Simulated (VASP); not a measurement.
All values below come from PBEsol GGA, VASP's PBE PAW potentials (set 64) (plane waves; VASP 6.6.1).

A VASP calculation is set up with these files.

KPOINTS:
```
kpoints
0
gamma
6 6 6
0 0 0
```

**INCAR**
```
# general
SYSTEM  = SrTe
PREC    = Accurate
ENCUT   = 480   # plane-wave cut-off (eV)
LREAL   = .FALSE.
LASPH   = .TRUE.   # aspherical one-centre terms

# electronic loop
EDIFF   = 1E-7
NELM    = 100   # most electronic steps
ALGO    = Normal
LMAXMIX = 4   # l cut-off of mixed one-centre charges

# smearing
ISMEAR  = 0
SIGMA   = 0.05

# functional
GGA     = PS   # PBEsol

# ions
ISIF    = 2

# output
LWAVE   = .FALSE.
LCHARG  = .FALSE.
```

File POSCAR:
```
SrTe
1
   -0.0165364397     3.3072879434     3.3072879434
    3.2907515037     0.0000000000     3.2907515037
    3.3072879434     3.3072879434    -0.0165364397
Sr Te
1 1
Direct
  0.0000000000   0.0000000000   0.0000000000
  0.5000000000   0.5000000000   0.5000000000
```

POTCAR, in this order: Sr_sv Te (PBE.64 set). Program: vasp_std.

Question: What will the output report for the number of irreducible k-points (NKPTS), number of bands (NBANDS), largest plane-wave count, number of space-group operations, FFT grid (NGX, NGY, NGZ)?

Answer: 
| Quantity | Value |
|---|---|
| number of irreducible k-points (NKPTS) | 46 |
| number of bands (NBANDS) | 12 |
| largest plane-wave count | 1759 |
| number of space-group operations | 8 |
| FFT grid (NGX, NGY, NGZ) | 36 × 36 × 36 |

The compound is SrTe in the rock salt structure. This cell was strained or had an atom moved on purpose.
